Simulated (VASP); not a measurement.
Data:

```xyz
2
Lattice="1.7814 -3.0854 0.0000 1.7814 3.0854 0.0000 0.0000 0.0000 5.6269" Properties=species:S:1:pos:R:3 pbc="T T T"
Gd     1.7814     1.0285     1.4067
Gd     1.7814    -1.0285     4.2202
```

These are PBEsol GGA, VASP's PBE PAW potentials (set 64) (plane waves; VASP) values and carry that method's errors. Run with 480 eV cut-off, 12×12×6 Γ-centred mesh, first-order Methfessel-Paxton smearing of 0.10 eV, potentials Gd_3.

The 4f electrons are frozen in the core of the lanthanide potential, so 4f levels, which can set the real gap, and their magnetism are missing.

Question: Estimate the energy per atom (σ→0), band gap (on the k-mesh) with the smallest direct gap where there is one.

Answer: 
```json
{
 "band gap (on the k-mesh)": "none (metal, semimetal or under 0.01 eV)",
 "energy per atom (σ→0)": "-5.018 eV/atom"
}
```

Total energies compare only between runs with the same potentials, cut-off and functional.

The compound is Gd in the hcp structure. It was relaxed first, which changed the volume by -6 %.
